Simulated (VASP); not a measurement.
Input:

```yaml
crystal:
  lattice:
    - [0.00000, 2.31846, 2.31846]
    - [2.31846, 0.00000, 2.31846]
    - [2.31846, 2.31846, 0.00000]
  atoms:
    - { symbol: Zr, position: [0.00000, 0.00000, 0.00000] }
    - { symbol: C, position: [0.50000, 0.50000, 0.50000] }
```

Method: vdW-DF-cx, VASP's PBE PAW potentials (set 64) (plane waves; VASP). Numerical set-up: 520 eV cut-off, 13×13×13 Γ-centred mesh, first-order Methfessel-Paxton smearing of 0.10 eV, potentials Zr_sv C.

Problem. Give the stress tensor in GPa (positive for a compressed cell).

Solution. 
```
7.50  0.00  0.00
0.00  7.50  0.00
0.00  0.00  7.50
```
The pressure is its mean diagonal, 7.50 GPa.

The compound is ZrC in the rock salt structure. This cell is one point of a volume scan, at 0.97 of the reference volume.
